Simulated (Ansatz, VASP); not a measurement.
# Two plane-wave programs on Al2MoN3

```
Al Mo N
1.0
     6.03860    0.00000    0.00000
    -3.01930    5.22959    0.00000
     0.00000    0.00000    3.11244
Al Mo N
2 1 3
Direct
  0.33333 0.66667 0.50000
  0.66667 0.33333 0.50000
  0.00000 0.00000 0.00000
  0.50000 0.00000 0.50000
  0.00000 0.50000 0.50000
  0.50000 0.50000 0.50000
```

Alike in both runs: task relaxation of cell and atoms; functional PBE; k mesh 3 × 3 × 6; occupations gaussian, width 0.1 eV; collinear spin.

|  | VASP | Ansatz |
| --- | --- | --- |
| version | VASP 6.6.1 | Ansatz 0.2.0 |
| potentials or method | VASP PAW PBE potentials, release 64 (Al, Mo_sv, N) | scalar-relativistic, plane waves, PAW |
| plane-wave cutoff (eV) | 600 | 420 |
| valence electrons in the cell | 35 | 35 |

```csv
,VASP,Ansatz,Ansatz less VASP
"gap on the k mesh at the Fermi level, each at its own relaxed structure (eV)",none,none,-
net moment per atom (μB),0.33,0.33,0.000
size of the moment on the site where the two differ most (μB),2.98,3.00,+0.022
relaxed volume (Å³/atom),16.31,16.38,+0.075
relaxed cell length with the largest relative difference (Å),3.108,3.112,+0.0048
```

Site moments also hang on the region over which each program counts them. A gap of «none» marks a metal or a gap that the smearing closes.

Caveats: the k mesh is coarse (spacing up to 0.40 Å⁻¹), so the values aren't converged.
